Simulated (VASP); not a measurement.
Data:

```yaml
crystal:
  lattice:
    - [0.00000, 3.05948, 3.05948]
    - [3.05948, 0.00000, 3.05948]
    - [3.05948, 3.05948, 0.00000]
  atoms:
    - { symbol: Sc, position: [0.00000, 0.00000, 0.00000] }
    - { symbol: As, position: [0.25000, 0.25000, 0.25000] }
```

The numbers are results of PBE GGA, VASP's PBE PAW potentials (set 64) (plane waves; VASP), not measurements. Run with 400 eV cut-off, 7×7×7 Γ-centred mesh, Gaussian smearing of 0.050 eV, potentials Sc_sv As.

Q: What does the run give for the energy per atom (σ→0)?

A: 
```json
{
  "energy per atom (σ→0)": "-6.335 eV/atom"
}
```

Total energies compare only between runs with the same potentials, cut-off and functional.

The structure was generated: ScAs was put into the zinc blende type (F-43m), which need not be its known phase. It was relaxed first, which changed the volume by -23 %. The start is the result of an earlier pass.
